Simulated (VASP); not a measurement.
Computed with LDA (Ceperley-Alder, Perdew-Zunger), VASP's LDA PAW potentials (set 64) (plane waves; VASP 6.6.1).

The input files of a VASP run:

POSCAR:
```
BaZrO3
1
    4.1900000000     0.0000000000     0.0000000000
    0.0000000000     4.1900000000     0.0000000000
    0.0000000000     0.0000000000     4.1900000000
Ba Zr O
1 1 3
Direct
  0.0000000000   0.0000000000   0.0000000000
  0.5000000000   0.5000000000   0.5000000000
  0.5000000000   0.0000000000   0.5000000000
  0.0000000000   0.5000000000   0.5000000000
  0.5000000000   0.5000000000   0.0000000000
```

**KPOINTS**
```
Automatic
0
G
 6 6 6
0 0 0
```

**INCAR**
```
SYSTEM = BaZrO3
PREC = Accurate
ENCUT = 400
EDIFF = 1E-6
NELM = 100
ALGO = Normal
LREAL = .FALSE.
LASPH = .TRUE.
ISMEAR = -1
SIGMA = 0.05
LMAXMIX = 4
LWAVE = .FALSE.
LCHARG = .FALSE.
ISIF = 2
```

POTCAR, in this order: Ba_sv Zr_sv O (LDA.64 set). Program: vasp_std.

What VASP printed:

**OSZICAR**
```
       N       E                     dE             d eps       ncg     rms          rms(c)
DAV:   1     0.283238715389E+03    0.28324E+03   -0.19528E+04   960   0.134E+03
DAV:   2    -0.352634335928E+02   -0.31850E+03   -0.31282E+03  1256   0.357E+02
DAV:   3    -0.527627708508E+02   -0.17499E+02   -0.17485E+02  1640   0.834E+01
DAV:   4    -0.530395403932E+02   -0.27677E+00   -0.27669E+00  1328   0.896E+00
DAV:   5    -0.530453716293E+02   -0.58312E-02   -0.58310E-02  1448   0.994E-01    0.306E+01
DAV:   6    -0.459914576552E+02    0.70539E+01   -0.45014E+01  1224   0.423E+01    0.141E+01
DAV:   7    -0.458496673261E+02    0.14179E+00   -0.34133E+00  1368   0.105E+01    0.807E+00
DAV:   8    -0.457811043701E+02    0.68563E-01   -0.29846E-01  1320   0.426E+00    0.656E-01
DAV:   9    -0.457781598389E+02    0.29445E-02   -0.46004E-02  1320   0.119E+00    0.433E-01
DAV:  10    -0.457780874633E+02    0.72376E-04   -0.12191E-02  1328   0.946E-01    0.207E-01
DAV:  11    -0.457778058255E+02    0.28164E-03   -0.20498E-03  1248   0.385E-01    0.350E-02
DAV:  12    -0.457778027807E+02    0.30447E-05   -0.10631E-04  1240   0.759E-02    0.247E-02
DAV:  13    -0.457778020549E+02    0.72589E-06   -0.69078E-06  1336   0.202E-02
   1 F= -.45777802E+02 E0= -.45777802E+02  d E =-.328387E-11
```

**OUTCAR**
```
------------------------ aborting loop because EDIFF is reached ----------------------------------------
  FORCE on cell =-STRESS in cart. coord.  units (eV):
  Direction    XX          YY          ZZ          XY          YZ          ZX
  --------------------------------------------------------------------------------------
  Total       -3.5533832     -3.5533832     -3.5533832      0.0000000      0.0000000     -0.0000000
  in kB      -77.3945817    -77.3945817    -77.3945817      0.0000000      0.0000000     -0.0000000
  external PRESSURE =     -77.3945817 kB  Pullay stress =       0.0000000 kB
  volume of cell :       73.56
      direct lattice vectors                 reciprocal lattice vectors
     4.190000000  0.000000000  0.000000000     0.238663484  0.000000000  0.000000000
     0.000000000  4.190000000  0.000000000     0.000000000  0.238663484  0.000000000
     0.000000000  0.000000000  4.190000000     0.000000000  0.000000000  0.238663484
 POSITION                                       TOTAL-FORCE (eV/Angst)
 -----------------------------------------------------------------------------------
      0.00000      0.00000      0.00000         0.000000      0.000000      0.000000
      2.09500      2.09500      2.09500         0.000000      0.000000      0.000000
      2.09500      0.00000      2.09500         0.000000      0.000000      0.000000
      0.00000      2.09500      2.09500         0.000000      0.000000      0.000000
      2.09500      2.09500      0.00000         0.000000      0.000000      0.000000
 -----------------------------------------------------------------------------------
    total drift:                                0.000000      0.000000      0.000000
  FREE ENERGIE OF THE ION-ELECTRON SYSTEM (eV)
  ---------------------------------------------------
  free  energy   TOTEN  =       -45.7778020549 eV

  energy  without entropy=      -45.7778020549  energy(sigma->0) =      -45.77780205
```
(Selected blocks of OUTCAR.)

At this cut-off the stress carries a Pulay error, which pulls relaxed volumes low.

The structure is a typed BaZrO3 crystal (Pm-3m). The cell was not relaxed at this level.
